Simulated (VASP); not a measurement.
Here is a VASP 6.6.1 calculation.

INCAR

```
  ALGO = Fast
  EDIFF = 1E-7
  ENCUT = 520
  GGA = PE
  ISIF = 2
  ISMEAR = 0
  LASPH = T
  LCHARG = T
  LELF = T
  LREAL = F
  LVHAR = T
  LWAVE = F
  NBANDS = 33
  NELM = 100
  PREC = Accurate
  SIGMA = 0.1
```

Contents of KPOINTS:

```
k-points
0
Gamma
  12 12 4
```

File POSCAR:

```
BaRe2
1.0
    4.1678300059      0.0000000000      0.0000000000
   -2.0839150029      3.6094466637      0.0000000000
    0.0000000000      0.0000000000     10.8854850254
Ba Re
2 4
Direct
    0.0000000000      0.0000000000      0.2500000000
    0.0000000000      0.0000000000      0.7500000000
    0.3333333333      0.6666666667      0.4879635660
    0.6666666667      0.3333333333      0.9879635660
    0.6666666667      0.3333333333      0.5120364340
    0.3333333333      0.6666666667      0.0120364340
```

Potentials or basis: VASP PAW PBE potentials, release 64 (Ba_sv, Re).

Command:

```sh
$ cat potpaw_PBE.64/Ba_sv/POTCAR potpaw_PBE.64/Re/POTCAR > POTCAR
$ mpirun -np 1 vasp_std > vasp.out
```

Question: What does it give for the largest force?

Answer: 0.085 eV/Å.

Question: Predict the pressure.

Answer: -0.3 GPa.

Question: What does it give for the band gap on the k mesh?

Answer: None (metal or under the smearing width).

Stress tensor (GPa, compression positive):
```
-0.69  0.00  0.00
 0.00 -0.69  0.00
 0.00  0.00  0.46
```

Spin-orbit coupling is left out, which matters for the levels of Ba, Re.
